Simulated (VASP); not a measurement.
# How SCF threshold and SCF solver change a VASP run on Fe (Iron-alpha), part 3 of 3

How sensitive are energy and pressure of Fe (Iron-alpha) to the SCF threshold and SCF solver? The series runs use r2SCAN. The start is a cell from a database of measured crystal structures.

VASP 6.6.1; r2SCAN, spin-polarised from a ferromagnetic start (one magnetic atom a cell); plane waves and PAW (Fe).

Still holding for the runs below: The cell holds one magnetic atom, so no antiferromagnetic order fits into it. The k-mesh is coarse for a metal.

So far. Step 13 (SCF solver: ALGO = Damped): Against the first of the series the energy stays within 0.01 meV an atom; the pressure moves by -0.07 GPa, after 28 cycles in 28 s. Step 14 (SCF solver: AMIX = 0.1, BMIX = 0.01): Against the first of the series the energy stays within 0.01 meV an atom; the pressure moves by -0.03 GPa, after 22 cycles in 21 s.

## (15) SCF solver: AMIX = 0.8

INCAR reads:

```
SYSTEM = Fe
PREC = Accurate
ENCUT = 400
EDIFF = 1E-06
NELM = 100
ISMEAR = -1
SIGMA = 0.05
LREAL = .FALSE.
ALGO = Normal
METAGGA = R2SCAN
LASPH = .TRUE.
NBANDS = 10
ISPIN = 2
MAGMOM = 3
LMAXMIX = 4
LORBIT = 11
LWAVE = .FALSE.
LCHARG = .FALSE.
KPAR = 2
ISIF = 2
AMIX = 0.8
```

POSCAR reads:

```
Fe
1.0
   -1.4332500000      1.4332500000      1.4332500000
    1.4332500000     -1.4332500000      1.4332500000
    1.4332500000      1.4332500000     -1.4332500000
Fe
1
Direct
    0.0000000000      0.0000000000      0.0000000000
```

KPOINTS reads:

```
Automatic mesh
0
Gamma
9 9 9
0 0 0
```

The projector-augmented-wave data sets are Fe (PBE family, release 64).

Launch:

```
> mpirun -np 2 vasp_std
```

Output:

```text
[... set-up lines as in an earlier step ...]
 entering main loop
       N       E                     dE             d eps       ncg     rms          rms(c)
[... 5 cycles as in an earlier step ...]
DAV:   6    -0.163102069229E+02   -0.86872E+00   -0.47262E+01  1536   0.100E+02    0.183E+01
DAV:   7    -0.142987952353E+02    0.20114E+01   -0.13413E+01  1522   0.470E+01    0.813E+00
DAV:   8    -0.143557984834E+02   -0.57003E-01   -0.20390E-01  1486   0.578E+00    0.171E+00
DAV:   9    -0.143513959158E+02    0.44026E-02   -0.36686E-02  1450   0.207E+00    0.675E-01
[...]
DAV:  21    -0.143625413364E+02    0.22250E-05   -0.34882E-09   706   0.102E-03    0.134E-04
DAV:  22    -0.143625433841E+02   -0.20477E-05   -0.15610E-09   706   0.604E-04    0.521E-05
DAV:  23    -0.143625427133E+02    0.67080E-06   -0.19202E-10   706   0.182E-04
   1 F= -.14362543E+02 E0= -.14360070E+02  d E =-.494452E-02  mag=     2.5700
```

Run time: 35 s. Hardware: 2 MPI ranks of Intel Xeon Platinum 8488C (Sapphire Rapids), shared host; peak memory 0.24 GiB; 68 s of CPU time.

OUTCAR, selected parts (step 15):

```text
  Total       -0.2446209     -0.2446209     -0.2446209      0.0000000     -0.0000000      0.0000000
  in kB      -33.2796115    -33.2796115    -33.2796115      0.0000000     -0.0000000      0.0000000
  external PRESSURE =     -33.2796115 kB  Pullay stress =       0.0000000 kB

  FREE ENERGIE OF THE ION-ELECTRON SYSTEM (eV)
  ---------------------------------------------------
  free  energy   TOTEN  =       -14.3625427133 eV

  energy  without entropy=      -14.3575981889  energy(sigma->0) =      -14.36007045

[... 4 parts as in an earlier step ...]

[... 1 further part left out ...]
[key lines of the parts left out:]
E-fermi :   5.4979
```

Against the first of the series the energy stays within 0.01 meV an atom; the pressure moves by -0.06 GPa, after 23 cycles in 35 s.

## (16) SCF solver: IMIX = 1, AMIX = 0.2

Changes to INCAR since step 15:

```diff
@@ -20,2 +20,3 @@
 ISIF = 2
-AMIX = 0.8
+IMIX = 1
+AMIX = 0.2
```

POSCAR is that of step 15.

KPOINTS is that of step 15.

Launch:

```
> mpirun -np 2 vasp_std
```

Output:

```text
[... set-up lines as in an earlier step ...]
 entering main loop
       N       E                     dE             d eps       ncg     rms          rms(c)
[... 5 cycles as in an earlier step ...]
DAV:   6    -0.141266740688E+02    0.13148E+01   -0.52699E+00  1480   0.343E+01    0.610E+00
DAV:   7    -0.142880260808E+02   -0.16135E+00   -0.34083E-01  1558   0.715E+00    0.505E+00
DAV:   8    -0.143375960952E+02   -0.49570E-01   -0.11791E-01  1514   0.376E+00    0.420E+00
DAV:   9    -0.143567848559E+02   -0.19189E-01   -0.38508E-02  1576   0.199E+00    0.350E+00
[...]
DAV:  22    -0.143625375168E+02    0.63007E-05   -0.75500E-06  1456   0.206E-02    0.212E-01
DAV:  23    -0.143625350418E+02    0.24751E-05   -0.50626E-06  1434   0.168E-02    0.169E-01
DAV:  24    -0.143625346144E+02    0.42739E-06   -0.33989E-06  1370   0.137E-02
   1 F= -.14362535E+02 E0= -.14360057E+02  d E =-.495433E-02  mag=     2.5707
```

It took 42 s on 2 MPI ranks; peak memory 0.21 GiB.

From OUTCAR (step 16):

```text
  Total       -0.1407103     -0.1407103     -0.1407103      0.0000000     -0.0000000     -0.0000000
  in kB      -19.1430276    -19.1430276    -19.1430276      0.0000000     -0.0000000     -0.0000000
  external PRESSURE =     -19.1430276 kB  Pullay stress =       0.0000000 kB

  FREE ENERGIE OF THE ION-ELECTRON SYSTEM (eV)
  ---------------------------------------------------
  free  energy   TOTEN  =       -14.3625346144 eV

  energy  without entropy=      -14.3575802875  energy(sigma->0) =      -14.36005745

 magnetization (x)
# of ion       s       p       d       tot
------------------------------------------
    1       -0.016  -0.120   2.778   2.642

[... 3 parts as in an earlier step ...]

[... 1 further part left out ...]
[key lines of the parts left out:]
E-fermi :   5.4982
```

Against the first of the series the energy moves by +0.01 meV an atom and the pressure by +1.35 GPa, after 24 cycles in 42 s.

## (17) The SCF solver series as a table

This step: convergence of r2SCAN results with the solver; plane waves and PAW (VASP 6.6.1).

No new run; the numbers come from the runs before.

Differences are taken from the run with ALGO = Normal. Results of the series, by row:

| setting | status | energy less the reference (meV/atom) | pressure (GPa) | moment (μB) | SCF cycles | wall time (s) |
| --- | --- | --- | --- | --- | --- | --- |
| ALGO = Normal | converged | 0 | -3.268 | 2.57 | 15 | 17.4 |
| ALGO = Fast | converged | -8.00e-5 | -3.32 | 2.57 | 18 | 16.8 |
| ALGO = VeryFast | converged | 5.00e-5 | -3.202 | 2.57 | 22 | 26 |
| ALGO = All | converged | 5.70e-4 | -3.288 | 2.57 | 19 | 54 |
| ALGO = Damped | converged | 0.00221 | -3.337 | 2.57 | 28 | 28 |
| AMIX = 0.1, BMIX = 0.01 | converged | 1.50e-4 | -3.3 | 2.57 | 22 | 21 |
| AMIX = 0.8 | converged | 1.30e-4 | -3.328 | 2.57 | 23 | 35 |
| IMIX = 1, AMIX = 0.2 | converged | 0.01313 | -1.914 | 2.571 | 24 | 42 |

## (18) What came out

| Property | Result |
| --- | --- |
| SCF threshold from which the energy stays within 10 meV/atom of the reference | EDIFF = 0.01 |
| SCF threshold from which the energy stays within 1 meV/atom of the reference | EDIFF = 0.001 |
| SCF threshold from which the pressure stays within 0.2 GPa of the reference | EDIFF = 1E-04 |
| spread of the pressure over the SCF threshold | 7.16 GPa |
| spread of the energy over the SCF threshold | 3.07 meV/atom |
| fewest SCF cycles | ALGO = Normal (15) |
| most SCF cycles among converged runs | ALGO = Damped (28) |
| spread of the pressure over the SCF solver | 1.42 GPa |
| spread of the energy over the SCF solver | 0.0132 meV/atom |

In words: From EDIFF = 0.001 on, the energy stays within 1 meV an atom of the reference, at 42 % of its time. The pressure holds within 0.2 GPa from EDIFF = 1E-04 on. The loosest stop saves 13 of 22 cycles and costs +3.1 meV an atom, +6.18 GPa. All SCF solvers that converged agree within 0.05 meV an atom. No setting beats the 17 s of ALGO = Normal by a fifth or more; the slowest converged run is ALGO = All, at 54 s. On a shared host such times are rough. Yet the pressure of IMIX = 1, AMIX = 0.2 is +1.35 GPa off: EDIFF tests the energy, which is second order in the error of the density, while the stress is first order. Forces vanish by symmetry in this cell, so the series can't test them.

[Lines on the potential files, build, host, timing and source positions are cut from VASP's logs without a mark.]

[Logs are printed without paths, hosts, clocks, repeated set-up lines and the standing remarks that a program may print on its own settings, such as how far it seeks lower states.]

[Hosts, paths, dates, database ids (printed as entryN), source tags and the programs' standing remarks are cut or masked in the printed files.]

[A measured line is paired with the nearest computed mode of its activity, which favours agreement.]
